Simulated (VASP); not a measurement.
Output of a VASP run:

OSZICAR:
```
       N       E                     dE             d eps       ncg     rms          rms(c)
DAV:   1     0.662889778787E+02    0.66289E+02   -0.98155E+03  4344   0.112E+03
DAV:   2    -0.179138428996E+02   -0.84203E+02   -0.81504E+02  5136   0.299E+02
DAV:   3    -0.218821872497E+02   -0.39683E+01   -0.38028E+01  5572   0.428E+01
DAV:   4    -0.219610111170E+02   -0.78824E-01   -0.78296E-01  5172   0.592E+00
DAV:   5    -0.219624336847E+02   -0.14226E-02   -0.14215E-02  5196   0.710E-01    0.750E+01
DAV:   6    -0.214108494522E+02    0.55158E+00   -0.53116E-01  4604   0.565E+00    0.436E+01
DAV:   7    -0.212232010404E+02    0.18765E+00   -0.42445E-01  4616   0.487E+00    0.221E+01
DAV:   8    -0.212190214128E+02    0.41796E-02   -0.66841E-02  5072   0.187E+00    0.161E+00
DAV:   9    -0.212138754444E+02    0.51460E-02   -0.23956E-02  4568   0.115E+00    0.538E-01
DAV:  10    -0.212139073829E+02   -0.31939E-04   -0.78789E-04  5392   0.219E-01    0.134E-01
DAV:  11    -0.212138964800E+02    0.10903E-04   -0.24727E-05  4788   0.433E-02    0.947E-02
DAV:  12    -0.212138990247E+02   -0.25447E-05   -0.44052E-06  5056   0.168E-02    0.812E-02
DAV:  13    -0.212138999991E+02   -0.97441E-06   -0.18139E-06  3916   0.107E-02
   1 F= -.21213900E+02 E0= -.21213029E+02  d E =-.174126E-02  mag=    -0.0000     0.0000     0.0000
       N       E                     dE             ncg
```

File OUTCAR:
```
------------------------ aborting loop because EDIFF is reached ----------------------------------------
  FORCE on cell =-STRESS in cart. coord.  units (eV):
  Direction    XX          YY          ZZ          XY          YZ          ZX
  --------------------------------------------------------------------------------------
  Total       -0.0968261     -0.0968261     -0.0925728     -0.0000000     -0.0000000     -0.0000000
  in kB       -3.4560756     -3.4560755     -3.3042597     -0.0000000     -0.0000000     -0.0000000
  external PRESSURE =      -3.4054703 kB  Pullay stress =       0.0000000 kB
  volume of cell :       44.89
      direct lattice vectors                 reciprocal lattice vectors
     1.600458710 -2.772075763  0.000000000     0.312410434 -0.180370251  0.000000000
     1.600458710  2.772075763  0.000000000     0.312410434  0.180370251  0.000000000
     0.000000000  0.000000000  5.058713513     0.000000000  0.000000000  0.197678718
 POSITION                                       TOTAL-FORCE (eV/Angst)
 -----------------------------------------------------------------------------------
      1.60046      0.92403      1.26468        -0.000000     -0.000000     -0.000000
      1.60046     -0.92403      3.79404         0.000000      0.000000      0.000000
 -----------------------------------------------------------------------------------
    total drift:                               -0.000005      0.000000      0.000000
  FREE ENERGIE OF THE ION-ELECTRON SYSTEM (eV)
  ---------------------------------------------------
  free  energy   TOTEN  =       -21.2138999991 eV

  energy  without entropy=      -21.2121587381  energy(sigma->0) =      -21.21302937

 Ion:    1  E_soc:     -1.3525491

 Ion:    2  E_soc:     -1.3525491
```
(Selected blocks of OUTCAR.)

POSCAR:
```
Hf
1
    1.6004587101    -2.7720757628    -0.0000000000
    1.6004587101     2.7720757628    -0.0000000000
    0.0000000000     0.0000000000     5.0587135128
Hf
2
Direct
  0.3333330000   0.6666670000   0.2500000000
  0.6666670000   0.3333330000   0.7500000000
```

Question: Write an INCAR and KPOINTS that could have produced this output.

Answer: One answer among several that fit: the input of the run itself, PBE GGA with spin-orbit coupling, plane waves, VASP's PBE PAW potentials (set 64).

KPOINTS_OPT:
```
k-points along high-symmetry lines
5
Line-mode
Reciprocal
  0.000000   0.000000   0.000000 ! GAMMA
  0.000000   0.500000   0.000000 ! M

  0.000000   0.500000   0.000000 ! M
 -0.333333   0.666667   0.000000 ! K

 -0.333333   0.666667   0.000000 ! K
  0.000000   0.000000   0.000000 ! GAMMA

  0.000000   0.000000   0.000000 ! GAMMA
  0.000000   0.000000   0.500000 ! A

  0.000000   0.000000   0.500000 ! A
  0.000000   0.500000   0.500000 ! L

  0.000000   0.500000   0.500000 ! L
 -0.333333   0.666667   0.500000 ! H

 -0.333333   0.666667   0.500000 ! H
  0.000000   0.000000   0.500000 ! A

  0.000000   0.500000   0.500000 ! L
  0.000000   0.500000   0.000000 ! M

 -0.333333   0.666667   0.500000 ! H
 -0.333333   0.666667   0.000000 ! K
```

### INCAR
```
# general
SYSTEM     = Hf
PREC       = Accurate
ENCUT      = 400   # plane-wave cut-off (eV)
LREAL      = .False.   # projection in real space or not
LASPH      = .True.

# electronic loop
EDIFF      = 1E-6
NELM       = 100
ALGO       = Normal   # blocked Davidson
LMAXMIX    = 6   # l cut-off of mixed one-centre charges

# smearing
ISMEAR     = 0   # Gaussian
SIGMA      = 0.05

# functional
GGA        = PE   # PBE
GGA_COMPAT = .False.

# spin
MAGMOM     = 6*0
LSORBIT    = .True.

# output
LWAVE      = .False.
LCHARG     = .False.
```

**KPOINTS**
```
Automatic mesh
0
Gamma
12 12 7
0 0 0
```

POTCAR, in this order: Hf_pv (PBE.64 set). Program: vasp_ncl.

The compound is Hf in the hcp structure. It was relaxed first.
